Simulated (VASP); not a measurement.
Here is the system:

```
CELL_PARAMETERS angstrom
      3.10167     0.00000     0.00000
     -1.55084     2.68613     0.00000
      0.00000     0.00000     4.72662
ATOMIC_POSITIONS crystal
  W  0.33333 0.66667 0.74633
  W  0.66667 0.33333 0.25367
  C  0.00000 0.00000 0.00000
```

The numbers are results of PBE GGA, VASP's PBE PAW potentials (set 64) (plane waves; VASP), not measurements. Settings: 400 eV cut-off, 10×10×6 Γ-centred mesh, Gaussian smearing of 0.10 eV, potentials W_sv C.

**Question.** Give the energies of bands 10 to 19 at the high-symmetry points, in eV from the Fermi level.

**Answer.** 
```json
[
 {"band": "10", "Γ": "-8.14", "M": "-8.16", "K": "-6.76", "A": "-8.92", "L": "-8.15", "H": "-7.16"},
 {"band": "11", "Γ": "-5.21", "M": "-5.62", "K": "-6.76", "A": "-5.52", "L": "-5.91", "H": "-7.16"},
 {"band": "12", "Γ": "-5.21", "M": "-5.59", "K": "-5.15", "A": "-5.52", "L": "-5.11", "H": "-5.54"},
 {"band": "13", "Γ": "-3.96", "M": "-5.18", "K": "-4.08", "A": "-3.09", "L": "-3.91", "H": "-2.91"},
 {"band": "14", "Γ": "-1.38", "M": "-3.31", "K": "-3.39", "A": "-2.71", "L": "-2.57", "H": "-2.65"},
 {"band": "15", "Γ": "-1.27", "M": "-1.71", "K": "-3.39", "A": "-2.17", "L": "-2.41", "H": "-2.65"},
 {"band": "16", "Γ": "-1.27", "M": "1.35", "K": "0.90", "A": "-2.17", "L": "-0.43", "H": "-0.38"},
 {"band": "17", "Γ": "-1.00", "M": "2.18", "K": "0.90", "A": "1.01", "L": "0.29", "H": "0.52"},
 {"band": "18", "Γ": "-1.00", "M": "2.48", "K": "2.17", "A": "1.01", "L": "1.95", "H": "0.52"},
 {"band": "19", "Γ": "0.56", "M": "2.91", "K": "2.20", "A": "1.59", "L": "2.48", "H": "3.24"}
]
```

It has no gap at this level: it comes out as a metal or semimetal.

The structure comes from a computed database's W2C entry; how it stands against other phases isn't given here. The cell was not relaxed at this level.
